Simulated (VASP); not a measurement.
Cd3BiSb: single point with PBE

Crystal: Cd3BiSb.

```
Sb Bi Cd
1.0
     5.86360    0.00000    0.00000
     0.00000    5.86360    0.00000
     0.00000    0.00000    5.86360
Sb Bi Cd
1 1 3
Direct
  0.00000 0.00000 0.00000
  0.50000 0.50000 0.50000
  0.50000 0.50000 0.00000
  0.50000 0.00000 0.50000
  0.00000 0.50000 0.50000
```

The cell comes from a database or a generator and needn't be the stable form of this composition.

```yaml
Program: VASP 6.6.1
Task: single point
Functional: PBE
Potentials_or_basis: VASP PAW PBE potentials, release 64 (Sb, Bi_d, Cd)
Cutoff: 520 eV
k_mesh: 4 × 4 × 4
Occupations: gaussian, width 0.05 eV
Spin: no spin polarisation
Dipole_correction: no
Further_INCAR_settings: ALGO = Normal; EDIFF = 1e-06; NBANDS = 36
```

- Pressure: -2.0 GPa
- Band gap on the k mesh: none (metal or under the smearing width)

Levels at points of the mesh, in eV from the Fermi level:
| k point | band 25 | band 26 | band 27 | band 28 | band 29 | band 30 | band 31 | band 32 |
| --- | --- | --- | --- | --- | --- | --- | --- | --- |
| (0.00, 0.00, 0.00) | -2.73 | -1.69 | -1.48 | -1.48 | 0.07 | 0.07 | 0.07 | 3.96 |
| (0.50, 0.00, 0.00) | -2.40 | -2.40 | -1.33 | -0.18 | -0.18 | 1.34 | 2.51 | 3.18 |
| (0.50, 0.50, 0.00) | -2.15 | -1.58 | -0.03 | -0.03 | 0.16 | 0.86 | 2.42 | 2.42 |
| (0.50, 0.50, 0.50) | -3.87 | -1.27 | -1.27 | -1.27 | 3.34 | 3.34 | 3.34 | 3.56 |

It took 51 s on 1 thread of Intel(R) Xeon(R) Platinum 8375C CPU @ 2.90GHz (Ice Lake) (shared host), peak memory 0.35 GiB.

Caveat: spin-orbit coupling is left out, which moves the levels of the heavy elements.
